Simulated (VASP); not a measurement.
Consider the following.

```
Pt3Ti
1.0
    3.89787     0.00000     0.00000
    0.00000     3.89787     0.00000
    0.00000     0.00000     3.89787
Ti Pt
1 3
Direct
  0.00000   0.00000   0.00000
  0.00000   0.50000   0.50000
  0.50000   0.00000   0.50000
  0.50000   0.50000   0.00000
```

Method: PBEsol GGA, VASP's PBE PAW potentials (set 64) (plane waves; VASP). Numerical set-up: 480 eV cut-off, 8×8×8 Γ-centred mesh, first-order Methfessel-Paxton smearing of 0.10 eV, potentials Ti_sv Pt.

Unless said otherwise, spin-orbit coupling is left out, though it shifts the bands of the heavy elements here.

### Question
What does the run give for the energy per atom (σ→0), band gap (on the k-mesh) with the smallest direct gap where there is one?

### Answer

band gap (on the k-mesh): none (metal, semimetal or under 0.01 eV)
energy per atom (σ→0): -8.189 eV/atom

Total energies compare only between runs with the same potentials, cut-off and functional.

The compound is Pt3Ti in the L1_2 structure. It was relaxed first.
